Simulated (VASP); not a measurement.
Consider the following.

```
CELL_PARAMETERS angstrom
      0.00000     2.44987     2.44987
      2.44987     0.00000     2.44987
      2.44987     2.44987     0.00000
ATOMIC_POSITIONS crystal
  Y  0.00000 0.00000 0.00000
  N  0.50000 0.50000 0.50000
```

Computed with TPSS meta-GGA, VASP's PBE PAW potentials (set 64) (plane waves; VASP). Numerical set-up: 520 eV cut-off, 10×10×10 Γ-centred mesh, tetrahedra with Blöchl corrections, potentials Y_sv N.

### Question
Give the energies of bands 6 to 11 at the high-symmetry points, in eV from the valence-band maximum.

### Answer

| band | Γ | X | U | L | W |
|---|---|---|---|---|---|
| 6 | 0.00 | -1.58 | -2.22 | -4.11 | -2.13 |
| 7 | 0.00 | -0.41 | -1.66 | -2.22 | -1.60 |
| 8 | 0.00 | -0.41 | -1.30 | -2.22 | -1.60 |
| 9 | 3.24 | 0.20 | 2.49 | 5.79 | 4.06 |
| 10 | 3.24 | 7.12 | 6.34 | 6.51 | 4.06 |
| 11 | 3.24 | 7.38 | 7.18 | 6.51 | 7.49 |

The gap is indirect, 0.20 eV, from the valence maximum at Γ to the conduction minimum at X.

The compound is YN in the rock salt structure. It was relaxed first.
